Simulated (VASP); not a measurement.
Energy against volume of AuAl2 (fluorite). Method: vdW-DF-cx, VASP's PBE PAW potentials (set 64) (plane waves; VASP).

```tsv
V (Å³/atom)	E (eV/atom)
17.011	-2.45216
17.554	-2.47287
18.097	-2.47974
18.640	-2.47494
19.183	-2.46037
```

Fit a third-order Birch-Murnaghan equation of state.

| Property | Result |
|---|---|
| volume per atom | 18.13 Å^3/atom |
| bulk modulus | 113 GPa |
| pressure derivative of the bulk modulus | 4.79 |
| lattice constant a | 6.014 Å |

The compound is AuAl2 in the fluorite structure. It was relaxed first.
